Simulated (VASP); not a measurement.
Input of a VASP 6.6.1 run:

File INCAR:

```
  PREC = Accurate
  ENCUT = 520
  EDIFF = 1E-6
  ISMEAR = -1
  SIGMA = 0.15
  LREAL = False
  LASPH = True
  NELM = 80
  ALGO = Fast
  ISIF = 2
  LWAVE = False
  LCHARG = False
  NBANDS = 18
```

KPOINTS

```
regular mesh
0
Gamma
  15 15 8
```

File POSCAR:

```
PtSe2
1.0
    3.7415147466      0.0000000000      0.0000000000
   -1.8707573733      3.2402468192      0.0000000000
    0.0000000000      0.0000000000      4.7648989231
Pt Se
1 2
Direct
    0.0000000000      0.0000000000      0.0000000000
    0.3333333333      0.6666666667      0.2646933832
    0.6666666667      0.3333333333      0.7353066168
```

Potentials or basis: VASP PAW LDA potentials, release 64 (Pt, Se).

Run with:

```sh
$ cat potpaw_LDA.64/Pt/POTCAR potpaw_LDA.64/Se/POTCAR > POTCAR
$ mpirun -np 1 vasp_std > vasp.out
```

Question: Estimate the band gap on the k mesh.

Answer: None (metal or under the smearing width).

Question: What does it give for the largest force?

Answer: 0.051 eV/Å.

Question: Predict the pressure.

Answer: 0.5 GPa.

Stress tensor (GPa, compression positive):
```
0.51 0.00 0.00
0.00 0.51 0.00
0.00 0.00 0.34
```

Spin-orbit coupling is left out, which matters for the levels of Pt.
